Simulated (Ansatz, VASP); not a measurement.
# Cross-check of SiTe between VASP and Ansatz, part 2 of 2

Aim: how closely do two programs agree when they are given the same cell, functional and k mesh? The cell is generated by rule, not measured, and may not be a known phase. The cell is taken from a series of runs on this material, whose earlier steps may have relaxed, scaled, displaced or heated it; both programs get it as it stands.

VASP 6.6.1 and Ansatz 0.2.0.

So far: Starting point; VASP: relaxation of cell and atoms, LDA, pair 1; Ansatz: relaxation of cell and atoms, LDA, pair 1; Differences.

### Step 5. VASP: relaxation of cell and atoms, LDA, pair 2

Level of this step: LDA; plane waves and PAW (Si, Te); invented cell (VASP).

The relaxed volume is the usual yardstick between codes: in a stiff, nearly cubic crystal its relative difference is about their pressure difference at one cell divided by the bulk modulus. Its start cell is another than that of the pair before, and may be another structure of the material.

INCAR reads:

```
SYSTEM = SiTe
PREC = Accurate
ENCUT = 500
EDIFF = 1E-07
NELM = 120
ISMEAR = 1
SIGMA = 0.15
LREAL = .FALSE.
ALGO = Normal
GGA = PW92
NBANDS = 11
LORBIT = 11
LWAVE = .FALSE.
LCHARG = .FALSE.
ISIF = 3
IBRION = 2
NSW = 80
EDIFFG = -0.005
LASPH = .TRUE.
GGA_COMPAT = .FALSE.
NELMIN = 4
KPAR = 2
```

POSCAR reads:

```
SiTe
1.0
    3.7574600000      0.0000000000      0.0000000000
    0.0000000000      1.8579930000      3.2948550000
    0.0000000000     -1.8579930000      3.2948550000
Si Te
1 1
Direct
    0.5000000000      0.0400216398      0.0400216398
    0.0000000000      0.7099782843      0.7099782843
```

KPOINTS reads:

```
Automatic mesh
0
Gamma
10 12 12
0 0 0
```

Potentials, in the order of the species: Si and Te (LDA family, release 64).

On the command line:

```
mpirun -np 2 vasp_std
```

Numbers of over 12 decimals in the logs are rounded to 6 here.

The log of the run:

```text
[banner, memory and clock lines left out]
running    2 mpi-ranks, on    1 nodes
[...]
[... a notice as in an earlier step ...]

 LDA part: xc-table for (Slater(with rela. corr.)+PW92), standard interpolation
 POSCAR, INCAR and KPOINTS ok, starting setup
[...]
entering main loop
       N       E                     dE             d eps       ncg     rms          rms(c)
DAV:   1     0.237416305416E+02    0.23742E+02   -0.38985E+03  5676   0.722E+02
DAV:   2    -0.777837209527E+01   -0.31520E+02   -0.30515E+02  7548   0.104E+02
DAV:   3    -0.910459666002E+01   -0.13262E+01   -0.13180E+01  7197   0.224E+01
DAV:   4    -0.911843010079E+01   -0.13833E-01   -0.13826E-01  6657   0.278E+00
[...]
DAV:   9    -0.909468022928E+01    0.83070E-05   -0.85595E-05  6738   0.512E-02    0.752E-02
DAV:  10    -0.909467936487E+01    0.86440E-06   -0.35618E-06  6664   0.113E-02    0.124E-02
DAV:  11    -0.909467938324E+01   -0.18368E-07   -0.30385E-07  6734   0.307E-03
   1 F= -.90946794E+01 E0= -.90947433E+01  d E =-.909468E+01
[... from here on, the cycles between the ionic steps are left out ...]
   2 F= -.90958223E+01 E0= -.90957748E+01  d E =-.114295E-02
   3 F= -.90962824E+01 E0= -.90961156E+01  d E =-.160297E-02
   4 F= -.90967728E+01 E0= -.90966657E+01  d E =-.490477E-03
   5 F= -.90967740E+01 E0= -.90966625E+01  d E =-.491672E-03
   6 F= -.90968455E+01 E0= -.90967277E+01  d E =-.714865E-04
   7 F= -.90969031E+01 E0= -.90967745E+01  d E =-.129063E-03
   8 F= -.90969079E+01 E0= -.90967912E+01  d E =-.479430E-05
   9 F= -.90969082E+01 E0= -.90967889E+01  d E =-.512479E-05
[...]
reached required accuracy - stopping structural energy minimisation
```

Parts of OUTCAR (step 5):

```text
  Total        0.0065789     -0.0010014      0.0080820      0.0000000      0.0000000      0.0000000
  in kB        0.2287199     -0.0348129      0.2809750      0.0000000      0.0000000      0.0000000
  external PRESSURE =       0.1582940 kB  Pullay stress =       0.0000000 kB

 POSITION                                       TOTAL-FORCE (eV/Angst)
 -----------------------------------------------------------------------------------
      1.88055      0.00000      0.27136         0.000000      0.000000      0.000543
      0.00000      0.00000      4.61342         0.000000      0.000000     -0.000543
 -----------------------------------------------------------------------------------
    total drift:                               -0.000000     -0.000000     -0.000030

  FREE ENERGIE OF THE ION-ELECTRON SYSTEM (eV)
  ---------------------------------------------------
  free  energy   TOTEN  =        -9.0969082099 eV

  energy  without entropy=       -9.0965504182  energy(sigma->0) =       -9.09678895

[... 1 part as in an earlier step ...]

[... 3 further parts left out ...]
[key lines of the parts left out:]
E-fermi :   7.9478
```

The run keeps the 4 symmetry operations of its start, so it cannot find a distortion of lower symmetry.

### Step 6. Ansatz: relaxation of cell and atoms, LDA, pair 2

The same cell, functional (in two slightly different forms), mesh and smearing now go to Ansatz, which takes its cutoff from its data sets.

The cell is taken from a series of runs on this material, whose earlier steps may have relaxed, scaled, displaced or heated it; both programs get it as it stands.

input.yaml reads:

```yaml
crystal:
  lattice:
    - [3.7574597293, 0.0, 0.0]
    - [0.0, 1.8579930952, 3.2948545368]
    - [0.0, -1.8579930952, 3.2948545368]
  atoms:
    - { symbol: Si, position: [0.5, 0.0400216787, 0.0400216787] }
    - { symbol: Te, position: [0.0, 0.7099783213, 0.7099783213] }
kpoints:
  mp_grid: { grid: [10, 12, 12] }
hamiltonian:
  xc: lda
  pseudopotentials: { kind: nc }
scf:
  occupations: { method: methfessel_paxton, width: 0.15 }
output:
  forces: true
  stress: true
  eigenvalues: true
relax:
  adjacent_minimum: "off"
  f_tol: 0.001
  max_steps: 60
  cell: { stress_tol: 0.01 }
```

On the command line:

```
ansatz run input.yaml --threads 4 --pin off --max-ram 7168MiB --backend cpu --events-out ev --progress --plain --runs-dir out
```

The log of the run:

```text
[...]
Crystal: 2 atoms, lattice volume = 46.005 Å³
Basis set: ecut = 1120 eV, 3919 PW (Γ)
Bands: 14, of which v1, the nominal top of the filled ones, is band 10 counted from 1 (9 counted from 0)
Symmetry: 4 space group operations
[...]
k-points: 258 of 1440 (time reversal used)
[...]
--- Relaxed structure (4 steps of the walk, 4 accepted, 1 SCFs on fresh bases) ---
[...]
cell:  # Å, volume = 45.9972 Å³
    - [3.757585, -2.4405848248437142e-18, 2.4471831706406354e-18]
    - [9.390713603239957e-19, 1.879733, 3.256088]
    - [3.3527178552948407e-18, -1.879733, 3.256088]
  atoms:
    - { symbol: Si, position: [0.5, 0.041667, 0.041667] }
    - { symbol: Te, position: [1.60194801040048e-19, 0.708333, 0.708333] }
[key lines of the parts left out:]
SCF converged after 5 iterations
Free energy (F): -2960.557192 eV
Fermi energy:    10.252773 eV
P = ⅓ Tr σ = -0.0007 GPa (-0.007 kbar)
```

### Step 7. Comparison

What differs besides the data sets and the points named for the pairs above, as far as they apply: the data sets hold 20 valence electrons in Ansatz (on norm-conserving files, of PseudoDojo where its log says so) and 10 in VASP. Total energies have different zeros and are not compared.

Compared:

```csv
quantity,Ansatz,VASP,difference
volume (Å³),46.00,46.09,-0.19 %
"edge a after relaxation, in the typed setting (Å)",3.758,3.761,-0.09 %
"edge b after relaxation, in the typed setting (Å)",3.760,3.761,-0.03 %
```

### Step 8. VASP: relaxation of cell and atoms, LDA, pair 3

The relaxed volume is the usual yardstick between codes: in a stiff, nearly cubic crystal its relative difference is about their pressure difference at one cell divided by the bulk modulus. This pair takes another cell of the material, with 4 atoms against 2 for the pair before.

INCAR, as its differences from that of step 5:

```diff
@@ -10,3 +10,3 @@
 GGA = PW92
-NBANDS = 11
+NBANDS = 16
 LORBIT = 11
```

POSCAR reads:

```
SiTe
1.0
    3.9153920000      0.0000000000      0.0000000000
   -1.9576960000      3.3908290000      0.0000000000
    0.0000000000      0.0000000000      7.1119650000
Si Te
2 2
Direct
    0.0000000000      0.0000000000      0.5000000000
    0.0000000000      0.0000000000      1.0000000000
    0.6666666667      0.3333333333      0.2500000000
    0.3333333333      0.6666666667      0.7500000000
```

KPOINTS reads:

```
Automatic mesh
0
Gamma
12 12 6
0 0 0
```

On the command line:

```
mpirun -np 2 vasp_std
```

The log of the run:

```text
[banner, memory and clock lines left out]
running    2 mpi-ranks, on    1 nodes
[...]
[... a notice as in an earlier step ...]

 LDA part: xc-table for (Slater(with rela. corr.)+PW92), standard interpolation
 POSCAR, INCAR and KPOINTS ok, starting setup
[...]
entering main loop
       N       E                     dE             d eps       ncg     rms          rms(c)
DAV:   1     0.596559845921E+02    0.59656E+02   -0.74345E+03  2432   0.976E+02
DAV:   2    -0.145740911254E+02   -0.74230E+02   -0.71904E+02  3312   0.144E+02
DAV:   3    -0.185174302657E+02   -0.39433E+01   -0.39020E+01  3264   0.346E+01
DAV:   4    -0.185765010836E+02   -0.59071E-01   -0.59058E-01  3192   0.493E+00
[...]
DAV:  10    -0.185389841595E+02    0.81958E-05   -0.24461E-05  2936   0.271E-02    0.231E-02
DAV:  11    -0.185389844272E+02   -0.26771E-06   -0.23334E-06  3152   0.825E-03    0.517E-03
DAV:  12    -0.185389843865E+02    0.40670E-07   -0.10027E-07  2008   0.171E-03
   1 F= -.18538984E+02 E0= -.18538799E+02  d E =-.185390E+02
[... from here on, the cycles between the ionic steps are left out ...]
   2 F= -.18539124E+02 E0= -.18538874E+02  d E =-.139297E-03
   3 F= -.18539258E+02 E0= -.18538849E+02  d E =-.273760E-03
   4 F= -.18539293E+02 E0= -.18538844E+02  d E =-.348850E-04
   5 F= -.18539303E+02 E0= -.18538866E+02  d E =-.451171E-04
[...]
reached required accuracy - stopping structural energy minimisation
```

OUTCAR, selected parts (step 8):

```text
  Total       -0.0069518     -0.0069518     -0.0011050      0.0000000      0.0000000      0.0000000
  in kB       -0.1181764     -0.1181765     -0.0187843      0.0000000      0.0000000      0.0000000
  external PRESSURE =      -0.0850457 kB  Pullay stress =       0.0000000 kB

 POSITION                                       TOTAL-FORCE (eV/Angst)
 -----------------------------------------------------------------------------------
     -0.00000      0.00000      3.56921         0.000000      0.000000     -0.000000
     -0.00000      0.00000     -0.00000         0.000000      0.000000     -0.000000
      1.95228      1.12715      1.78461        -0.000000     -0.000000      0.000000
     -0.00000      2.25430      5.35382         0.000000      0.000000      0.000000
 -----------------------------------------------------------------------------------
    total drift:                                0.000000     -0.000000     -0.000000

  FREE ENERGIE OF THE ION-ELECTRON SYSTEM (eV)
  ---------------------------------------------------
  free  energy   TOTEN  =       -18.5393032634 eV

  energy  without entropy=      -18.5379918362  energy(sigma->0) =      -18.53886612

[... 1 part as in an earlier step ...]

[... 3 further parts left out ...]
[key lines of the parts left out:]
E-fermi :   7.9288
```

### Step 9. Ansatz: relaxation of cell and atoms, LDA, pair 3

The same cell, functional (in two slightly different forms), mesh and smearing now go to Ansatz, which takes its cutoff from its data sets.

The cell is taken from a series of runs on this material, whose earlier steps may have relaxed, scaled, displaced or heated it; both programs get it as it stands.

input.yaml, the sections that differ from step 6:

```yaml
crystal:
  lattice:
    - [3.9153921564, 0.0, 0.0]
    - [-1.9576960782, 3.3908290732, 0.0]
    - [0.0, 0.0, 7.1119649716]
  atoms:
    - { symbol: Si, position: [0.0, 0.0, 0.5] }
    - { symbol: Si, position: [0.0, 0.0, 0.0] }
    - { symbol: Te, position: [0.6666666667, 0.3333333333, 0.25] }
    - { symbol: Te, position: [0.3333333333, 0.6666666667, 0.75] }
kpoints:
  mp_grid: { grid: [12, 12, 6] }
# hamiltonian, scf, output, relax: as in step 6
```

On the command line:

```
ansatz run input.yaml --threads 4 --pin off --max-ram 7168MiB --backend cpu --events-out ev --progress --plain --runs-dir out
```

The log of the run:

```text
[...]
Crystal: 4 atoms, lattice volume = 94.421 Å³
Basis set: ecut = 1120 eV, 8043 PW (Γ)
Bands: 24, of which v1, the nominal top of the filled ones, is band 20 counted from 1 (19 counted from 0)
Symmetry: 24 space group operations
[...]
k-points: 76 of 864
[...]
--- Relaxed structure (3 steps of the walk, 3 accepted, 1 SCFs on fresh bases) ---
[...]
cell:  # Å, volume = 94.0194 Å³
    - [3.901303, 0.0, 0.0]
    - [-1.950651, 3.378627, 0.0]
    - [0.0, 0.0, 7.132926]
  atoms:
    - { symbol: Si, position: [0, 0, 0.5] }
    - { symbol: Si, position: [0, 0, 0.0] }
    - { symbol: Te, position: [0.666667, 0.333333, 0.25] }
    - { symbol: Te, position: [0.333333, 0.666667, 0.75] }
[key lines of the parts left out:]
SCF converged after 5 iterations
Free energy (F): -5921.461515 eV
Fermi energy:    10.192128 eV
P = ⅓ Tr σ = -0.0034 GPa (-0.034 kbar)
```

### Step 10. Differences

What differs besides the data sets and the points named for the pairs above, as far as they apply: the data sets hold 40 valence electrons in Ansatz (on norm-conserving files, of PseudoDojo where its log says so) and 20 in VASP. Total energies have different zeros and are not compared.

Compared:

```csv
quantity,Ansatz,VASP,difference
volume (Å³),94.02,94.25,-0.24 %
"edge a after relaxation, in the typed setting (Å)",3.901,3.905,-0.08 %
"edge c after relaxation, in the typed setting (Å)",7.133,7.138,-0.08 %
```

### Step 11. What came out

| Item | Value |
| --- | --- |
| difference in volume (relaxation of cell and atoms, LDA, pair 1) | -0.28 % |
| difference in volume (relaxation of cell and atoms, LDA, pair 2) | -0.19 % |
| difference in volume (relaxation of cell and atoms, LDA, pair 3) | -0.24 % |

The difference in volume is -0.28 % (relaxation of cell and atoms, LDA, pair 1), within the 1.2 % picked in this series as the mark of a large difference, as far as the stopping tolerances let one tell. The data sets hold unlike numbers of valence electrons (20 in Ansatz and 10 in VASP and 40 in Ansatz and 20 in VASP), so part of the differences comes from the potentials. VASP runs on this material, other cells of it included, that failed, so that no pair exists: relaxation of cell and atoms, LDA (timeout). 3 further runs of this series are not shown here. How closely two codes agree says nothing of how well the functional describes the real material.

[Lines on the potential files, build, host, timing and source positions are cut from VASP's logs without a mark.]

[Logs are printed without paths, hosts, clocks, repeated set-up lines and the standing remarks that a program may print on its own settings, such as how far it seeks lower states.]

[Hosts, paths, dates, database ids (printed as entryN), source tags and the programs' standing remarks are cut or masked in the printed files.]
